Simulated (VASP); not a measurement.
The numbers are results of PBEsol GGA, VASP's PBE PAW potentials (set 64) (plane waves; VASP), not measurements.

A VASP calculation is set up with these files.

File POSCAR:
```
CaHI
1
    3.9717882789     0.0000000000     0.0000000000
    0.0000000000     3.9717882789     0.0000000000
    0.0000000000     0.0000000000     8.7465595635
Ca H I
2 2 2
Direct
  0.0000000000   0.5000000000   0.1364895538
  0.5000000000   0.0000000000   0.8635104462
  0.5000000000   0.5000000000   0.0000000000
  0.0000000000   0.0000000000   0.0000000000
  0.0000000000   0.5000000000   0.6861316092
  0.5000000000   0.0000000000   0.3138683908
```

### INCAR
```
LORBIT = 11
ISMEAR = 0
LWAVE = .False.
SIGMA = 0.05   ! width (eV)
LMAXMIX = 4   ! l cut-off of mixed one-centre charges
ENCUT = 400   ! plane-wave cut-off (eV)
PREC = Accurate
EDIFF = 1E-7
ALGO = Normal   ! blocked Davidson
SYSTEM = CaHI
GGA = PS   ! PBEsol
LCHARG = .False.
LASPH = .True.   ! aspherical one-centre terms
NELM = 100
ICHARG = 11   ! fixed density
LREAL = .False.   ! projection in real space or not
```

### KPOINTS
```
k-points along high-symmetry lines
10
Line-mode
Reciprocal
  0.000000   0.000000   0.000000 ! GAMMA
  0.000000   0.500000   0.000000 ! X

  0.000000   0.500000   0.000000 ! X
  0.500000   0.500000   0.000000 ! M

  0.500000   0.500000   0.000000 ! M
  0.000000   0.000000   0.000000 ! GAMMA

  0.000000   0.000000   0.000000 ! GAMMA
  0.000000   0.000000   0.500000 ! Z

  0.000000   0.000000   0.500000 ! Z
  0.000000   0.500000   0.500000 ! R

  0.000000   0.500000   0.500000 ! R
  0.500000   0.500000   0.500000 ! A

  0.500000   0.500000   0.500000 ! A
  0.000000   0.000000   0.500000 ! Z

  0.000000   0.500000   0.000000 ! X
  0.000000   0.500000   0.500000 ! R

  0.500000   0.500000   0.000000 ! M
  0.500000   0.500000   0.500000 ! A
```

POTCAR, in this order: Ca_sv H I (PBE.64 set). Program: vasp_std. Read from the step before: CHGCAR.

Output of the run:

OUTCAR:
```
 ion  position               nearest neighbor table
   1  0.000  0.500  0.136-   6 3.21   6 3.21   6 3.21   6 3.21
   2  0.500  0.000  0.864-   5 3.21   5 3.21   5 3.21   5 3.21
   3  0.500  0.500  0.000-
   4  0.000  0.000  0.000-
   5  0.000  0.500  0.686-   2 3.21   2 3.21   2 3.21   2 3.21
   6  0.500  0.000  0.314-   1 3.21   1 3.21   1 3.21   1 3.21
  LATTYP: Found a simple tetragonal cell.
 ALAT       =     3.9717882789
 C/A-ratio  =     2.2021716540
 Subroutine PRICEL returns:
 Original cell was already a primitive cell.
 Subroutine GETGRP returns: Found 16 space group operations
The static configuration has the point symmetry D_2d.
 The point group associated with its full space group is D_4h.
The dynamic configuration has the point symmetry D_2d.
 Subroutine INISYM returns: Found 16 space group operations
   k-points           NKPTS =     90   k-points in BZ     NKDIM =     90   number of bands    NBANDS=     22
   number of dos      NEDOS =    301   number of ions     NIONS =      6
   total plane-waves  NPLWV =  47040
   dimension x,y,z NGX =    28 NGY =   28 NGZ =   60
   dimension x,y,z NGXF=    56 NGYF=   56 NGZF=  120
   ions per type =               2   2   2
   PREC   = accura    normal or accurate (medium, high low for compatibility)
   ISTART =      0    job   : 0-new  1-cont  2-samecut
...
```

File OSZICAR:
```
       N       E                     dE             d eps       ncg     rms          rms(c)
DAV:   1     0.251405481268E+03    0.25141E+03   -0.14445E+04  4000   0.118E+03
DAV:   2    -0.162210860599E+01   -0.25303E+03   -0.24866E+03  4806   0.331E+02
DAV:   3    -0.196562025547E+02   -0.18034E+02   -0.17992E+02  6422   0.722E+01
DAV:   4    -0.206891230620E+02   -0.10329E+01   -0.10318E+01  6228   0.159E+01
DAV:   5    -0.207255485654E+02   -0.36426E-01   -0.36425E-01  5788   0.218E+00
DAV:   6    -0.207259691214E+02   -0.42056E-03   -0.42055E-03  5380   0.320E-01
DAV:   7    -0.207259851597E+02   -0.16038E-04   -0.16038E-04  6648   0.539E-02
DAV:   8    -0.207259855075E+02   -0.34781E-06   -0.34779E-06  5836   0.861E-03
DAV:   9    -0.207259855160E+02   -0.84960E-08   -0.84573E-08  4020   0.131E-03
   1 F= -.20725986E+02 E0= -.20725986E+02  d E =-.485557E-12
```

### OUTCAR
```
 val. band max:        2.5486149691   @ k =   0.0000   0.0000   0.5000

 cond. band min:       5.5981829664   @ k =   0.5000   0.5000   0.0000



 k-point     1 :       0.0000    0.0000    0.0000
  band No.  band energies     occupation
      1     -36.7832      2.00000
      2     -36.7605      2.00000
      3     -17.9905      2.00000
      4     -17.8759      2.00000
      5     -17.8634      2.00000
      6     -17.8634      2.00000
      7     -17.8007      2.00000
      8     -17.8007      2.00000
      9      -9.4767      2.00000
     10      -9.1889      2.00000
     11      -1.8397      2.00000
     12       0.8985      2.00000
     13       1.3153      2.00000
     14       1.4116      2.00000
     15       1.7464      2.00000
     16       1.7464      2.00000
     17       2.0163      2.00000
     18       2.0163      2.00000
     19       5.8770      0.00000
     20       6.2753      0.00000
     21       7.0135      0.00000
     22       7.0135      0.00000

 k-point     2 :       0.0000    0.0556    0.0000
  band No.  band energies     occupation
      1     -36.7829      2.00000
      2     -36.7606      2.00000
      3     -17.9898      2.00000
      4     -17.8836      2.00000
      5     -17.8627      2.00000
      6     -17.8585      2.00000
      7     -17.8036      2.00000
      8     -17.8009      2.00000
      9      -9.4647      2.00000
     10      -9.1806      2.00000
     11      -1.8158      2.00000
     12       0.8938      2.00000
     13       1.2583      2.00000
     14       1.3414      2.00000
     15       1.7239      2.00000
     16       1.7537      2.00000
     17       1.9823      2.00000
     18       2.0184      2.00000
     19       5.9390      0.00000
     20       6.2682      0.00000
     21       6.9798      0.00000
     22       6.9969      0.00000

 k-point     3 :       0.0000    0.1111    0.0000
  band No.  band energies     occupation
      1     -36.7819      2.00000
      2     -36.7606      2.00000
...
```

The density is held fixed in this step, so its total energy and stress have no physical meaning. Unless said otherwise, spin-orbit coupling is left out, though it shifts the bands of the heavy elements here.

The structure comes from a computed database's CaHI entry (P4/nmm); how it stands against other phases isn't given here. It was relaxed first, which changed the volume by -9 %.
